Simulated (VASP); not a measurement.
The system is Hf3SnS4.

```
Hf Sn S
1.0
     3.72213    0.03217    0.04083
    -1.83320    3.10045   -0.02156
     0.19779   -0.00639   17.78009
Hf Sn S
3 1 4
Direct
  0.67866 0.32707 0.00451
  0.31234 0.65674 0.37444
  0.33728 0.65352 0.63156
  0.01648 0.00429 0.49944
  0.00532 0.01830 0.92049
  0.35828 0.68153 0.08473
  0.67452 0.34921 0.29359
  0.67565 0.34470 0.70455
```

The cell was built by a generator and needn't be a form met in nature.

- Program: VASP 6.6.1
- Task: relaxation of cell and atoms
- Functional: PBE
- Potentials or basis: VASP PAW PBE potentials, release 64 (Hf_pv, Sn_d, S)
- Cutoff: 520 eV
- k mesh: 7 × 7 × 2
- Occupations: gaussian, width 0.15 eV
- Spin: no spin polarisation

At the start: pressure -2.5 GPa; volume 25.78 Å³/atom.

Q: Where does the relaxation end?

A: Over 16 steps the energy falls by 31.8 meV/atom and the volume is 24.69 Å³/atom (-4.2 %); space group Cm (No. 8, to 0.05 Å).

Step by step:
```tsv
step	energy change (eV)	largest force (eV/Å)	pressure (GPa)	volume (Å³)
1	0.0000	1.0002	-2.49	206.21
2	-0.1528	0.7283	2.59	194.44
3	-0.1764	0.7472	1.07	197.41
4	-0.2256	0.3947	-0.46	199.12
5	-0.2267	0.4016	-0.29	198.89
6	-0.2432	0.1541	-0.14	198.02
7	-0.2467	0.1586	-0.04	197.46
8	-0.2509	0.0725	0.13	197.10
9	-0.2513	0.0802	0.16	196.97
10	-0.2506	0.1344	0.31	196.71
11	-0.2513	0.0939	0.23	196.90
12	-0.2531	0.0812	-0.23	197.74
13	-0.2531	0.0774	-0.17	197.65
14	-0.2541	0.0481	0.07	197.25
15	-0.2542	0.0407	0.05	197.34
16	-0.2544	0.0237	0.03	197.48
```

Final structure:
```
Hf Sn S
1.0
     3.61636   -0.00113   -0.00931
    -1.80851    3.13522    0.00880
    -0.04286    0.02371   17.42103
Hf Sn S
3 1 4
Direct
  0.68064 0.34328 0.00322
  0.33283 0.67024 0.37464
  0.34017 0.66739 0.62674
  0.00544 0.00187 0.50073
  0.01258 0.01004 0.91947
  0.34864 0.67419 0.08697
  0.66418 0.33652 0.29579
  0.67405 0.33182 0.70575
```
